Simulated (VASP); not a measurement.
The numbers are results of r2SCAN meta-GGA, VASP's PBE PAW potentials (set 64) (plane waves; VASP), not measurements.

Input for VASP

**KPOINTS**
```
Automatic
0
Gamma
  10 10 8
0 0 0
```

KPOINTS_OPT:
```
k-points along high-symmetry lines
6
Line-mode
Reciprocal
  0.000000   0.000000   0.000000 ! GAMMA
  0.500000  -0.000000   0.000000 ! M

  0.500000  -0.000000   0.000000 ! M
  0.333333   0.333333   0.000000 ! K

  0.333333   0.333333   0.000000 ! K
  0.000000   0.000000   0.000000 ! GAMMA

  0.000000   0.000000   0.000000 ! GAMMA
  0.000000   0.000000   0.500000 ! A

  0.000000   0.000000   0.500000 ! A
  0.500000  -0.000000   0.500000 ! L

  0.500000  -0.000000   0.500000 ! L
  0.333333   0.333333   0.500000 ! H

  0.333333   0.333333   0.500000 ! H
  0.000000   0.000000   0.500000 ! A

  0.500000  -0.000000   0.500000 ! L
  0.500000  -0.000000   0.000000 ! M

  0.333333   0.333333   0.500000 ! H
  0.333333   0.333333   0.000000 ! K
```

### INCAR
```
METAGGA=R2SCAN
ISIF=2   # forces and stress, cell fixed
MAGMOM=1.2 1.2 -0.1 -0.1
NEDOS=601   # DOS grid
LMIXTAU=.TRUE.
NELM=100   # most electronic steps
PREC=Accurate
LWAVE=.FALSE.
LREAL=.FALSE.   # projection in real space or not
ISPIN=2
EDIFF=1E-7   # SCF stop (eV)
LCHARG=.FALSE.
LORBIT=11   # lm-projected
ALGO=Normal
ISMEAR=-5   # tetrahedra, Bloechl
ENCUT=400   # plane-wave cut-off (eV)
SYSTEM=CoAl
LMAXMIX=4   # l cut-off of mixed one-centre charges
LEFG=.TRUE.
LASPH=.TRUE.   # aspherical one-centre terms
```

### POSCAR
```
CoAl
4.6499760
  0.8763087465   0.0000000000   0.0000000000
 -0.4381543732   0.7589056051   0.0000000000
  0.0000000000   0.0000000000   0.9999999428
Co Al
2 2
Cartesian
 -0.0000004381   0.5059373231   0.9375235079
  0.4381548114   0.2529682821   0.4375235365
 -0.0000004381   0.5059373231   0.4374764135
  0.4381548114   0.2529682821   0.9374763849
```

POTCAR, in this order: Co Al (PBE.64 set). Program: vasp_std.

Output

OSZICAR:
```
       N       E                     dE             d eps       ncg     rms          rms(c)
DAV:   1     0.846185277964E+02    0.84619E+02   -0.88647E+03  4760   0.118E+03
DAV:   2    -0.386526354727E+02   -0.12327E+03   -0.11887E+03  4760   0.262E+02
DAV:   3    -0.432907239805E+02   -0.46381E+01   -0.45352E+01  5953   0.648E+01
DAV:   4    -0.433857154286E+02   -0.94991E-01   -0.94766E-01  5815   0.845E+00
DAV:   5    -0.433891437193E+02   -0.34283E-02   -0.34263E-02  6549   0.151E+00    0.162E+01
DAV:   6    -0.466829624000E+02   -0.32938E+01   -0.85175E+01  5132   0.155E+02    0.297E+01
DAV:   7    -0.375787994492E+02    0.91042E+01   -0.36318E+01  5058   0.909E+01    0.342E+00
DAV:   8    -0.377375158384E+02   -0.15872E+00   -0.21251E+00  6134   0.158E+01    0.288E+00
DAV:   9    -0.377550085811E+02   -0.17493E-01   -0.12970E-01  5797   0.444E+00    0.199E+00
DAV:  10    -0.377572604762E+02   -0.22519E-02   -0.94499E-02  6137   0.441E+00    0.612E-01
DAV:  11    -0.377601116882E+02   -0.28512E-02   -0.17335E-02  5130   0.111E+00    0.262E-01
DAV:  12    -0.377617599379E+02   -0.16482E-02   -0.31405E-03  5107   0.469E-01    0.142E-01
DAV:  13    -0.377619626349E+02   -0.20270E-03   -0.43080E-04  5804   0.235E-01    0.282E-02
DAV:  14    -0.377619714708E+02   -0.88359E-05   -0.10425E-04  5171   0.898E-02    0.163E-02
DAV:  15    -0.377619503369E+02    0.21134E-04   -0.24801E-05  5287   0.498E-02    0.704E-03
DAV:  16    -0.377619648213E+02   -0.14484E-04   -0.24631E-06  5710   0.172E-02    0.414E-03
DAV:  17    -0.377619691256E+02   -0.43043E-05   -0.44912E-07  5084   0.688E-03    0.165E-03
DAV:  18    -0.377619687284E+02    0.39719E-06   -0.63071E-08  2775   0.297E-03    0.674E-04
DAV:  19    -0.377619687654E+02   -0.36974E-07   -0.44083E-08  2647   0.215E-03
   1 F= -.37761969E+02 E0= -.37761969E+02  d E =0.000000E+00  mag=     1.8957
       N       E                     dE             ncg
```

### OUTCAR
```
------------------------ aborting loop because EDIFF is reached ----------------------------------------
  FORCE on cell =-STRESS in cart. coord.  units (eV):
  Direction    XX          YY          ZZ          XY          YZ          ZX
  --------------------------------------------------------------------------------------
  Total       -0.1480578     -0.1480578     -0.1938840     -0.0000000      0.0000000      0.0000000
  in kB       -3.5476842     -3.5476839     -4.6457460     -0.0000000      0.0000000      0.0000000
  external PRESSURE =      -3.9137047 kB  Pullay stress =       0.0000000 kB
  volume of cell :       66.86
      direct lattice vectors                 reciprocal lattice vectors
     4.074814640  0.000000000  0.000000000     0.245409936  0.141687498  0.000000000
    -2.037407320  3.528892850  0.000000000     0.000000000  0.283374997  0.000000000
     0.000000000  0.000000000  4.649975734     0.000000000  0.000000000  0.215054886
 POSITION                                       TOTAL-FORCE (eV/Angst)
 -----------------------------------------------------------------------------------
     -0.00000      2.35260      4.35946        -0.000000      0.000000     -0.000273
      2.03741      1.17630      2.03447         0.000000      0.000000     -0.000273
     -0.00000      2.35260      2.03425         0.000000      0.000000      0.000273
      2.03741      1.17630      4.35924        -0.000000      0.000000      0.000273
 -----------------------------------------------------------------------------------
    total drift:                               -0.000126      0.000073     -0.011179
  FREE ENERGIE OF THE ION-ELECTRON SYSTEM (eV)
  ---------------------------------------------------
  free  energy   TOTEN  =       -37.7619687654 eV

  energy  without entropy=      -37.7619687654  energy(sigma->0) =      -37.76196877

 total charge

# of ion       s       p       d       tot
------------------------------------------
    1        0.496   0.383   7.450   8.330
    2        0.496   0.383   7.450   8.330
    3        0.465   0.404   0.000   0.870
    4        0.465   0.404   0.000   0.870
--------------------------------------------------
tot          1.923   1.575  14.901  18.399

 magnetization (x)

# of ion       s       p       d       tot
------------------------------------------
    1        0.040  -0.021   1.150   1.169
    2        0.040  -0.021   1.150   1.169
    3       -0.013  -0.042   0.000  -0.055
    4       -0.013  -0.042   0.000  -0.055
--------------------------------------------------
tot          0.054  -0.128   2.300   2.227

 Electric field gradients after diagonalization (V/A^2)
 (convention: |V_zz| > |V_xx| > |V_yy|)
----------------------------------------------------------------------
 ion       V_xx      V_yy      V_zz     asymmetry (V_yy - V_xx)/ V_zz
----------------------------------------------------------------------
   1     -21.599   -21.595    43.193       0.000
   2     -21.598   -21.595    43.193       0.000
   3       6.970     6.970   -13.939       0.000
   4       6.970     6.970   -13.939       0.000
```
(Selected blocks of OUTCAR.)

For a metal the tetrahedron method with Blöchl corrections gives inexact stress and forces.

The structure was generated: CoAl was put into the wurtzite type (P6_3mc), which need not be its known phase. It was relaxed first, which changed the volume by -28 %. The relaxed cell has space group P6_3/mmc.
